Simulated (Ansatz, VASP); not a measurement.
## CS3: VASP beside Ansatz

```xyz
4
Lattice="-2.3741 2.3741 2.3741 2.3741 -2.3741 2.3741 2.3741 2.3741 -2.3741" Properties=species:S:1:pos:R:3 pbc="T T T"
C     0.0000    0.0000    0.0000
S     2.3741    0.0000    0.0000
S     0.0000    2.3741    0.0000
S     0.0000    0.0000    2.3741
```

Alike in both runs: functional PBE; dispersion D3(BJ); k mesh 14 × 14 × 14; occupations gaussian, width 0.1 eV; no spin polarisation.

Ansatz relaxed the structure, and its values are those at the end. VASP's run is a single point on that final structure, the one shown.

|  | VASP | Ansatz |
| --- | --- | --- |
| version | VASP 6.6.1 | Ansatz 0.2.0 |
| potentials or method | VASP PAW PBE potentials, release 64 (C, S) | scalar-relativistic, plane waves, PAW |
| plane-wave cutoff (eV) | 520 | 420 |
| valence electrons in the cell | 22 | 22 |

VASP gave:

| Quantity | Value |
| --- | --- |
| gap on the k mesh at the Fermi level (eV) | none |
| pressure (GPa) | -0.2 |

Q: Which values does Ansatz return?

A: gap on the k mesh at the Fermi level (eV): none; pressure (GPa): 0.0.

A gap of «none» marks a metal or a gap that the smearing closes. Ansatz warned: «dispersion_switch_in_reach».

Caveats: pairwise dispersion overbinds metals, which lowers pressure and volume.
